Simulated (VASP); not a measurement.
The input files of a VASP run:

File KPOINTS:
```
Automatic mesh
0
gamma
 13 13 13
```

### INCAR
```
SYSTEM = FeAl
PREC = Accurate
ENCUT = 520
EDIFF = 1E-7
NELM = 100
ALGO = Normal
LREAL = .FALSE.
LASPH = .TRUE.
ISMEAR = 1
SIGMA = 0.1
GGA = 91
LMAXMIX = 4
LWAVE = .FALSE.
LCHARG = .FALSE.
ISIF = 2
```

### POSCAR
```
FeAl
5.6791140
  0.4999999764   0.0000000000   0.0000000000
  0.0000000000   0.4999999764   0.0000000000
  0.0000000000   0.0000000000   0.4999999764
Al Fe
1 1
Cart
  0.2499999882   0.2499999882   0.2499999882
  0.0000000000   0.0000000000   0.0000000000
```

POTCAR, in this order: Al Fe (PBE.64 set). Program: vasp_std.

Question: Translate this PW91 calculation to Quantum ESPRESSO's pw.x.

Answer: One equivalent input (not run):
```
&CONTROL
  calculation = 'scf'
  pseudo_dir = './pseudo'
  outdir = './out'
  tprnfor = .true.
  tstress = .true.
/
&SYSTEM
  ibrav = 0
  nat = 2
  ntyp = 2
  ecutwfc = 90
  occupations = 'smearing'
  smearing = 'methfessel-paxton'
  degauss = 0.00735
  input_dft = 'pw91'
/
&ELECTRONS
  conv_thr = 7.3e-09
  electron_maxstep = 100
/
ATOMIC_SPECIES
  Al 26.982 Al.upf
  Fe 55.845 Fe.upf
CELL_PARAMETERS angstrom
     2.8395569    0.0000000    0.0000000
     0.0000000    2.8395569    0.0000000
     0.0000000    0.0000000    2.8395569
ATOMIC_POSITIONS crystal
  Al   0.5000000  0.5000000  0.5000000
  Fe   0.0000000  0.0000000  0.0000000
K_POINTS automatic
  13 13 13 0 0 0
```
What does not carry over: the potentials are each code's own (VASP's PAW set, PseudoDojo norm-conserving files in pw.x), so ENCUT and ecutwfc are chosen apart and not converted; conv_thr bounds pw.x's estimated SCF error, while EDIFF bounds the energy change between steps.

The compound is FeAl in the CsCl type structure. This cell is one point of a volume scan, at 0.97 of the reference volume.
